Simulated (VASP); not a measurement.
Method: r2SCAN meta-GGA, VASP's PBE PAW potentials (set 64) (plane waves; VASP 6.6.1).

Input for VASP

File KPOINTS:
```
Automatic
0
gamma
8 8 8
0 0 0
```

### POSCAR
```
ZnS
1
    0.0000000000     2.6105156052     2.6105156052
    2.6105156052     0.0000000000     2.6105156052
    2.6105156052     2.6105156052     0.0000000000
Zn S
1 1
Direct
  0.0000000000   0.0000000000   0.0000000000
  0.2500000000   0.2500000000   0.2500000000
```

**INCAR**
```
SYSTEM  =  ZnS
PREC  =  Accurate; ENCUT  =  480; LREAL  =  .FALSE.
LASPH  =  .TRUE.
EDIFF  =  1E-7; NELM  =  100; ALGO  =  Normal
LMAXMIX  =  4; LMIXTAU  =  .TRUE.
ISMEAR  =  0; SIGMA  =  0.05
METAGGA  =  R2SCAN
ISIF  =  2
LWAVE  =  .FALSE.; LCHARG  =  .FALSE.
```

POTCAR, in this order: Zn S (PBE.64 set). Program: vasp_std.

The run wrote:

**OUTCAR**
```
 ion  position               nearest neighbor table
   1  0.000  0.000  0.000-   2 2.26   2 2.26   2 2.26   2 2.26
   2  0.250  0.250  0.250-   1 2.26   1 2.26   1 2.26   1 2.26
  LATTYP: Found a face centered cubic cell.
 ALAT       =     5.2210312104
 Subroutine PRICEL returns:
 Original cell was already a primitive cell.
 Subroutine GETGRP returns: Found 24 space group operations
The static configuration has the point symmetry T_d .
The dynamic configuration has the point symmetry T_d .
 Subroutine INISYM returns: Found 24 space group operations
 Subroutine IBZKPT returns following result:
 Found     29 irreducible k-points:

 Following reciprocal coordinates:
            Coordinates               Weight
  0.000000  0.000000  0.000000      1.000000
  0.125000  0.000000  0.000000      8.000000
  0.250000  0.000000  0.000000      8.000000
  0.375000  0.000000  0.000000      8.000000
  0.500000  0.000000  0.000000      4.000000
  0.125000  0.125000  0.000000      6.000000
  0.250000  0.125000  0.000000     24.000000
  0.375000  0.125000  0.000000     24.000000
  0.500000  0.125000  0.000000     24.000000
 -0.375000  0.125000  0.000000     24.000000
 -0.250000  0.125000  0.000000     24.000000
 -0.125000  0.125000  0.000000     12.000000
  0.250000  0.250000  0.000000      6.000000
  0.375000  0.250000  0.000000     24.000000
  0.500000  0.250000  0.000000     24.000000
 -0.375000  0.250000  0.000000     24.000000
 -0.250000  0.250000  0.000000     12.000000
  0.375000  0.375000  0.000000      6.000000
  0.500000  0.375000  0.000000     24.000000
 -0.375000  0.375000  0.000000     12.000000
  0.500000  0.500000  0.000000      3.000000
  0.375000  0.250000  0.125000     24.000000
  0.500000  0.250000  0.125000     48.000000
 -0.375000  0.250000  0.125000     24.000000
...
```

**OSZICAR**
```
       N       E                     dE             d eps       ncg     rms          rms(c)
DAV:   1     0.739091336339E+02    0.73909E+02   -0.91748E+03   754   0.164E+03
DAV:   2    -0.160237530363E+02   -0.89933E+02   -0.85992E+02   814   0.285E+02
DAV:   3    -0.217489233090E+02   -0.57252E+01   -0.56991E+01   959   0.752E+01
DAV:   4    -0.218129682174E+02   -0.64045E-01   -0.64029E-01   824   0.841E+00
DAV:   5    -0.218138698686E+02   -0.90165E-03   -0.90163E-03   934   0.980E-01    0.897E+00
DAV:   6    -0.187290695432E+02    0.30848E+01   -0.21030E+00   864   0.511E+01    0.776E+00
DAV:   7    -0.186856462259E+02    0.43423E-01   -0.76143E-01   884   0.187E+01    0.405E+00
DAV:   8    -0.187590066173E+02   -0.73360E-01   -0.10917E-01   754   0.555E+00    0.172E+00
DAV:   9    -0.187300339609E+02    0.28973E-01   -0.90977E-02   754   0.350E+00    0.383E-01
DAV:  10    -0.187716977950E+02   -0.41664E-01   -0.53122E-02   754   0.279E+00    0.110E-01
DAV:  11    -0.187720954242E+02   -0.39763E-03   -0.12508E-03   889   0.381E-01    0.736E-02
DAV:  12    -0.187722556104E+02   -0.16019E-03   -0.69003E-05   824   0.110E-01    0.743E-02
DAV:  13    -0.187562226896E+02    0.16033E-01   -0.48426E-03   754   0.104E+00    0.243E-01
DAV:  14    -0.187723567202E+02   -0.16134E-01   -0.40228E-03   754   0.878E-01    0.696E-02
DAV:  15    -0.187723721841E+02   -0.15464E-04   -0.47385E-05   809   0.735E-02    0.239E-02
DAV:  16    -0.187723686823E+02    0.35018E-05   -0.23626E-06   889   0.160E-02    0.529E-03
DAV:  17    -0.187723720913E+02   -0.34089E-05   -0.49150E-07   789   0.125E-02    0.810E-03
DAV:  18    -0.187723705773E+02    0.15140E-05   -0.40029E-07   784   0.820E-03    0.610E-03
DAV:  19    -0.187723728424E+02   -0.22651E-05   -0.10794E-07   562   0.641E-03    0.370E-03
DAV:  20    -0.187723723546E+02    0.48775E-06   -0.39727E-08   422   0.326E-03    0.904E-04
DAV:  21    -0.187723724299E+02   -0.75304E-07   -0.31182E-09   427   0.799E-04
   1 F= -.18772372E+02 E0= -.18772372E+02  d E =-.213739E-15
```

File OUTCAR:
```
------------------------ aborting loop because EDIFF is reached ----------------------------------------
  FORCE on cell =-STRESS in cart. coord.  units (eV):
  Direction    XX          YY          ZZ          XY          YZ          ZX
  --------------------------------------------------------------------------------------
  Total        2.0431187      2.0431187      2.0431187      0.0000000     -0.0000000     -0.0000000
  in kB       92.0015840     92.0015840     92.0015840      0.0000000     -0.0000000     -0.0000000
  external PRESSURE =      92.0015840 kB  Pullay stress =       0.0000000 kB
  volume of cell :       35.58
      direct lattice vectors                 reciprocal lattice vectors
     0.000000000  2.610515605  2.610515605    -0.191533044  0.191533044  0.191533044
     2.610515605  0.000000000  2.610515605     0.191533044 -0.191533044  0.191533044
     2.610515605  2.610515605  0.000000000     0.191533044  0.191533044 -0.191533044
  FREE ENERGIE OF THE ION-ELECTRON SYSTEM (eV)
  ---------------------------------------------------
  free  energy   TOTEN  =       -18.7723724299 eV

  energy  without entropy=      -18.7723724299  energy(sigma->0) =      -18.77237243
```
(Selected blocks of OUTCAR.)

**OUTCAR**
```
 val. band max:        2.8667569648   @ k =   0.0000   0.0000   0.0000

 cond. band min:       6.0381834378   @ k =   0.0000   0.0000   0.0000


 Fermi energy:         3.1283486133

 k-point     1 :       0.0000    0.0000    0.0000
  band No.  band energies     occupation
      1     -11.6141      2.00000
      2      -4.1148      2.00000
      3      -4.1148      2.00000
      4      -4.1148      2.00000
      5      -3.4267      2.00000
      6      -3.4267      2.00000
      7       2.8667      2.00000
      8       2.8668      2.00000
      9       2.8668      2.00000
     10       6.0382      0.00000
     11       9.6612      0.00000
     12       9.6614      0.00000
     13       9.6614      0.00000

 k-point     2 :       0.1250    0.0000    0.0000
  band No.  band energies     occupation
      1     -11.4720      2.00000
      2      -4.1211      2.00000
      3      -4.0875      2.00000
      4      -4.0875      2.00000
      5      -3.4290      2.00000
      6      -3.4290      2.00000
      7       1.6999      2.00000
      8       2.6859      2.00000
      9       2.6859      2.00000
     10       6.8088      0.00000
     11       9.6546      0.00000
     12       9.9608      0.00000
     13       9.9610      0.00000

 k-point     3 :       0.2500    0.0000    0.0000
  band No.  band energies     occupation
      1     -11.0973      2.00000
      2      -4.0901      2.00000
      3      -4.0270      2.00000
      4      -4.0270      2.00000
      5      -3.4252      2.00000
      6      -3.4251      2.00000
      7      -0.2488      2.00000
      8       2.2952      2.00000
      9       2.2953      2.00000
     10       7.1837      0.00000
     11      10.3631      0.00000
     12      10.3632      0.00000
     13      10.6240      0.00000

 k-point     4 :       0.3750    0.0000    0.0000
  band No.  band energies     occupation
      1     -10.6644      2.00000
      2      -3.9781      2.00000
      3      -3.9780      2.00000
...
```

The compound is ZnS in the zinc blende structure. This cell was strained or had an atom moved on purpose.
